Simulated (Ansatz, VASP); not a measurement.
**GaAs: VASP beside Ansatz**

One calculation is typed for both programs; each brings its own data sets. How far apart do they land? The cell is taken from a series of VASP runs on this material, whose earlier steps may have relaxed, scaled or displaced it; both programs get it as it stands. Valence electrons are named where the data sets of a main pair hold unlike numbers.

Calculated with Ansatz 0.2.0; plane waves, with VASP 6.6.1 beside it; band structure at HSE06, spin-orbit coupling.

**1. Starting point**

It takes space group F-43m (No. 216, cubic). Conventional cell: a = 5.654 Å, b = 5.654 Å, c = 5.654 Å, α = 90.00°, β = 90.00°, γ = 90.00°. As has 4 Ga at 2.45 Å nearest. Nearest to Ga lie 4 As at 2.45 Å. Farther neighbours are not listed.

**2. VASP: band structure, HSE06, spin-orbit coupling**

Levels along a path test the potential and the projectors away from the mesh points.

Lines of VASP's logs that name or quote its potential files are left out, and so is its time.

The run reads the wave functions of an earlier VASP run, which isn't shown here.

INCAR reads:

```
SYSTEM = GaAs
PREC = Accurate
ENCUT = 350
EDIFF = 1E-06
NELM = 100
ISMEAR = 0
SIGMA = 0.03
LREAL = .FALSE.
ALGO = Normal
LHFCALC = .TRUE.
AEXX = 0.25
GGA = PE
HFSCREEN = 0.2
LASPH = .TRUE.
LNONCOLLINEAR = .TRUE.
MAGMOM = 0 0 0 0 0 0
NBANDS = 30
GGA_COMPAT = .FALSE.
LSORBIT = .TRUE.
PRECFOCK = Fast
LORBIT = 11
LWAVE = .FALSE.
LCHARG = .FALSE.
KPAR = 4
```

POSCAR reads:

```
GaAs
1.0
    0.0000000000      2.8268500000      2.8268500000
    2.8268500000      0.0000000000      2.8268500000
    2.8268500000      2.8268500000      0.0000000000
As Ga
1 1
Direct
    0.7500000000      0.7500000000      0.7500000000
    0.0000000000      0.0000000000      0.0000000000
```

KPOINTS reads:

```
Automatic mesh
0
Gamma
4 4 4
0 0 0
```

KPOINTS_OPT reads:

```
Line mode
10
Line-mode
Reciprocal
  0.00000000   0.00000000   0.00000000 GAMMA
  0.50000000   0.00000000   0.50000000 X

  0.50000000   0.00000000   0.50000000 X
  0.50000000   0.25000000   0.75000000 W

  0.50000000   0.25000000   0.75000000 W
  0.37500000   0.37500000   0.75000000 K

  0.37500000   0.37500000   0.75000000 K
  0.00000000   0.00000000   0.00000000 GAMMA

  0.00000000   0.00000000   0.00000000 GAMMA
  0.50000000   0.50000000   0.50000000 L

  0.50000000   0.50000000   0.50000000 L
  0.62500000   0.25000000   0.62500000 U

  0.62500000   0.25000000   0.62500000 U
  0.50000000   0.25000000   0.75000000 W

  0.50000000   0.25000000   0.75000000 W
  0.50000000   0.50000000   0.50000000 L

  0.50000000   0.50000000   0.50000000 L
  0.37500000   0.37500000   0.75000000 K

  0.62500000   0.25000000   0.62500000 U
  0.50000000   0.00000000   0.50000000 X
```

PAW data sets: As and Ga_d (PBE family, release 64).

On the command line:

```bash
$ mpirun -np 4 vasp_ncl
```

Numbers of over 12 decimals in the logs are rounded to 6 here.

Log:

```text
[banner, memory and clock lines left out]
running    4 mpi-ranks, on    1 nodes
 distrk:  each k-point on    1 cores,    4 groups
 distr:  one band on    1 cores,    1 groups

 POSCAR found type information on POSCAR AsGa
 POSCAR found :  2 types and       2 ions
 LDA part: xc-table for (Slater+PW92), standard interpolation
 found WAVECAR, reading the header
 POSCAR, INCAR and KPOINTS ok, starting setup
 FFT: planning ... GRIDC
 FFT: planning ... GRID_SOFT
 FFT: planning ... GRID
 reading WAVECAR
 the WAVECAR file was read successfully
 initial charge from wavefunction
 entering main loop
       N       E                     dE             d eps       ncg     rms          rms(c)
DAV:   1    -0.976197295299E+01   -0.97620E+01   -0.12528E+00   878   0.212E+01    0.211E+00
DAV:   2    -0.975888106131E+01    0.30919E-02   -0.12356E-01   814   0.448E+00    0.166E+00
DAV:   3    -0.975505238639E+01    0.38287E-02   -0.11131E-02   884   0.161E+00    0.103E+00
DAV:   4    -0.975413703199E+01    0.91535E-03   -0.20892E-03   806   0.528E-01    0.606E-01
DAV:   5    -0.975388040690E+01    0.25663E-03   -0.24931E-04   712   0.144E-01    0.347E-01
DAV:   6    -0.975380572375E+01    0.74683E-04   -0.45043E-05   712   0.642E-02    0.198E-01
DAV:   7    -0.975377956167E+01    0.26162E-04   -0.10098E-05   702   0.300E-02    0.111E-01
DAV:   8    -0.975377114989E+01    0.84118E-05   -0.36441E-06   626   0.149E-02    0.606E-02
DAV:   9    -0.975376837080E+01    0.27791E-05   -0.15104E-06   628   0.916E-03    0.325E-02
DAV:  10    -0.975376720268E+01    0.11681E-05   -0.50707E-07   540   0.561E-03    0.175E-02
DAV:  11    -0.975376726300E+01   -0.60324E-07   -0.22689E-07   432   0.425E-03
   1 F= -.97537673E+01 E0= -.97537673E+01  d E =-.164902E-20  mag=    -0.0000    -0.0000    -0.0000
 Start KPOINTS_OPT (optional k-point list driver)
k-point batch [1-10\100]
       N       E                     dE             ncg
DAV:   1    -0.797468102455E+02   -0.24445E+04      678
DAV:   2    -0.132802354979E+04   -0.12483E+04      608
DAV:   3    -0.149693655460E+04   -0.16891E+03      730
DAV:   4    -0.150376168965E+04   -0.68251E+01      722
DAV:   5    -0.150388665937E+04   -0.12497E+00      742
DAV:   6    -0.150389109785E+04   -0.44385E-02      902
DAV:   7    -0.150389116464E+04   -0.66788E-04      738
DAV:   8    -0.150389116632E+04   -0.16802E-05      670
DAV:   9    -0.150389116639E+04   -0.72493E-07      534
[...]
k-point batch [91-100\100]
       N       E                     dE             ncg
DAV:   1    -0.196698858879E+03   -0.54640E+04      666
DAV:   2    -0.143585329337E+04   -0.12392E+04      608
DAV:   3    -0.159224082314E+04   -0.15639E+03      784
DAV:   4    -0.159746324715E+04   -0.52224E+01      726
DAV:   5    -0.159755160611E+04   -0.88359E-01      756
DAV:   6    -0.159755475248E+04   -0.31464E-02      936
DAV:   7    -0.159755478125E+04   -0.28763E-04      784
DAV:   8    -0.159755478151E+04   -0.26501E-06      606
```

OUTCAR, selected parts (step 2):

```text
ion  position               nearest neighbor table
   1  0.750  0.750  0.750-   2 2.45   2 2.45   2 2.45   2 2.45
   2  0.000  0.000  0.000-   1 2.45   1 2.45   1 2.45   1 2.45

  LATTYP: Found a face centered cubic cell.
 ALAT       =     5.6537000000

 Subroutine GETGRP returns: Found 24 space group operations
 (whereof 24 operations were pure point group operations)

The static configuration has the point symmetry T_d .

 Found     10 irreducible k-points:

   k-points           NKPTS =     10   k-points in BZ     NKDIM =     64   number of bands    NBANDS=     30

   dimension x,y,z NGX =    24 NGY =   24 NGZ =   24
   dimension x,y,z NGXF=    48 NGYF=   48 NGZF=   48

   ENCUT  =  350.0 eV  25.72 Ry    5.07 a.u.   6.10  6.10  6.10*2*pi/ulx,y,z

   NELECT =      18.0000    total number of electrons

 k-points in reciprocal lattice and weights: Automatic mesh
   0.00000000  0.00000000  0.00000000       0.016
   0.25000000  0.00000000  0.00000000       0.062
  -0.25000000  0.00000000  0.00000000       0.062
   0.50000000  0.00000000  0.00000000       0.062
   0.25000000  0.25000000  0.00000000       0.094
   0.50000000  0.25000000  0.00000000       0.188
   0.50000000 -0.25000000  0.00000000       0.188
  -0.25000000  0.25000000  0.00000000       0.188
   0.50000000  0.50000000  0.00000000       0.047
  -0.25000000  0.50000000  0.25000000       0.094

  exchange ACFDT corr.  =         0.00000000  see jH, gK, PRB 81, 115126

 average (electrostatic) potential at core
       1 -46.4949       2 -59.4006

 E-fermi :   3.8167

 k-point     1 :       0.0000    0.0000    0.0000
  band No.  band energies     occupation
    ...
     14       3.2705      1.00000
     15       3.6263      1.00000
     16       3.6263      1.00000
     17       3.6263      1.00000
     18       3.6263      1.00000
     19       4.9975      0.00000
     20       4.9975      0.00000
     21       7.9523      0.00000
     22       7.9523      0.00000
     23       8.1378      0.00000
    ...

 k-point     2 :       0.2500    0.0000    0.0000
  band No.  band energies     occupation
    ...
     14      -0.8698      1.00000
     15       2.6761      1.00000
     16       2.6761      1.00000
     17       2.8978      1.00000
     18       2.9010      1.00000
     19       5.8174      0.00000
     20       5.8174      0.00000
     21       8.9315      0.00000
     22       8.9315      0.00000
     23       9.0490      0.00000
    ...

 k-point     3 :      -0.2500    0.0000    0.0000
  band No.  band energies     occupation
    ...
     14      -0.8698      1.00000
     15       2.6761      1.00000
     16       2.6761      1.00000
     17       2.8978      1.00000
     18       2.9010      1.00000
     19       5.8174      0.00000
     20       5.8174      0.00000
     21       8.9315      0.00000
     22       8.9315      0.00000
     23       9.0490      0.00000
    ...

  energy-cutoff  :      350.00
  volume of cell :       45.18
      direct lattice vectors                 reciprocal lattice vectors
     0.000000000  2.826850000  2.826850000    -0.176875321  0.176875321  0.176875321
     2.826850000  0.000000000  2.826850000     0.176875321 -0.176875321  0.176875321
     2.826850000  2.826850000  0.000000000     0.176875321  0.176875321 -0.176875321

 POSITION                                       TOTAL-FORCE (eV/Angst)
 -----------------------------------------------------------------------------------
      4.24027      4.24027      4.24027        -0.000000     -0.000000     -0.000000
      0.00000      0.00000      0.00000         0.000000      0.000000      0.000000
 -----------------------------------------------------------------------------------
    total drift:                                0.000006      0.000004      0.000000

  FREE ENERGIE OF THE ION-ELECTRON SYSTEM (eV)
  ---------------------------------------------------
  free  energy   TOTEN  =        -9.7537672630 eV

  energy  without entropy=       -9.7537672630  energy(sigma->0) =       -9.75376726

 Spin-Orbit-Coupling matrix elements
 Ion:    1  E_soc:     -0.0224025
 Ion:    2  E_soc:     -0.0105986

 total charge
# of ion       s       p       d       tot
------------------------------------------
    1        1.206   1.671   0.031   2.908
    2        0.826   0.810  10.011  11.647
--------------------------------------------------
tot          2.032   2.481  10.042  14.555

 magnetization (x)
# of ion       s       p       d       tot
------------------------------------------
    1        0.000  -0.000   0.000  -0.000
    2        0.000   0.000   0.000   0.000
--------------------------------------------------
tot          0.000   0.000   0.000   0.000

 magnetization (y)
# of ion       s       p       d       tot
------------------------------------------
    1        0.000  -0.000   0.000  -0.000
    2       -0.000   0.000   0.000   0.000
--------------------------------------------------
tot         -0.000   0.000   0.000  -0.000

 magnetization (z)
# of ion       s       p       d       tot
------------------------------------------
    1        0.000  -0.000  -0.000  -0.000
    2       -0.000   0.000  -0.000  -0.000
--------------------------------------------------
tot         -0.000   0.000  -0.000  -0.000

[... 3 further parts left out ...]
```

The k-mesh is coarse for exact exchange; levels may shift by about 0.1 eV on a finer one. The PAW data sets were made with PBE, which is usual practice but a small mismatch for other functionals.

(Part 1 of 2 ends here.)

[Lines on the potential files, build, host, timing and source positions are cut from VASP's logs without a mark.]

[Logs are printed without paths, hosts, clocks, repeated set-up lines and the standing remarks that a program may print on its own settings, such as how far it seeks lower states.]

[Hosts, paths, dates, database ids (printed as entryN), source tags and the programs' standing remarks are cut or masked in the printed files.]
